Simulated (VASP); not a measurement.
```
Cd3ZnSe4
1.0
    5.90170     0.00000     0.00000
    0.00000     5.90170     0.00000
    0.00000     0.00000     5.90170
Zn Cd Se
1 3 4
Direct
  0.00000   0.00000   0.00000
  0.00000   0.50000   0.50000
  0.50000   0.00000   0.50000
  0.50000   0.50000   0.00000
  0.76227   0.76227   0.23773
  0.76227   0.23773   0.76227
  0.23773   0.23773   0.23773
  0.23773   0.76227   0.76227
```

Computed with LDA (Ceperley-Alder, Perdew-Zunger), VASP's LDA PAW potentials (set 64) (plane waves; VASP). Run with 400 eV cut-off, 4×4×4 Γ-centred mesh, tetrahedra with Blöchl corrections, potentials Zn Cd Se.

The cores are frozen, which limits the accuracy of field gradients.

Problem. Give the principal components of the electric field gradient (V/Å²) and the asymmetry η at each nucleus.

Solution. 
```tsv
atom	Vxx	Vyy	Vzz	η
Zn1	0.0	0.0	0.0	-
Cd2	-14.7	-14.7	29.4	0.00
Cd3	-14.7	-14.7	29.4	0.00
Cd4	-14.7	-14.7	29.4	0.00
Se5	-13.4	-13.4	26.8	0.00
Se6	-13.4	-13.4	26.8	0.00
Se7	-13.4	-13.4	26.8	0.00
Se8	-13.4	-13.4	26.8	0.00
```

The structure comes from a computed database's ZnCd3Se4 entry (P-43m); how it stands against other phases isn't given here. It was relaxed first, which changed the volume by -6 %.
